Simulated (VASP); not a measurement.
```yaml
crystal:
  lattice:
    - [-2.02500, 2.02500, 2.02500]
    - [2.02500, -2.02500, 2.02500]
    - [2.02500, 2.02500, -2.02500]
  atoms:
    - { symbol: Na, position: [0.00000, 0.00000, 0.00000] }
```

All values below come from LDA (Ceperley-Alder, Perdew-Zunger), VASP's LDA PAW potentials (set 64) (plane waves; VASP). Settings: 520 eV cut-off, 11×11×11 Γ-centred mesh, first-order Methfessel-Paxton smearing of 0.10 eV, potentials Na_pv.

Q: Estimate the energy per atom (σ→0), band gap (on the k-mesh) with the smallest direct gap where there is one.

A: 
| Item | Value |
|---|---|
| band gap (on the k-mesh) | none (metal, semimetal or under 0.01 eV) |
| energy per atom (σ→0) | -1457 meV/atom |

The absolute energy has meaning only against runs of the same code, potentials and settings.

The compound is Na in the bcc structure. It was relaxed first, which changed the volume by -14 %. The start is the result of an earlier pass.
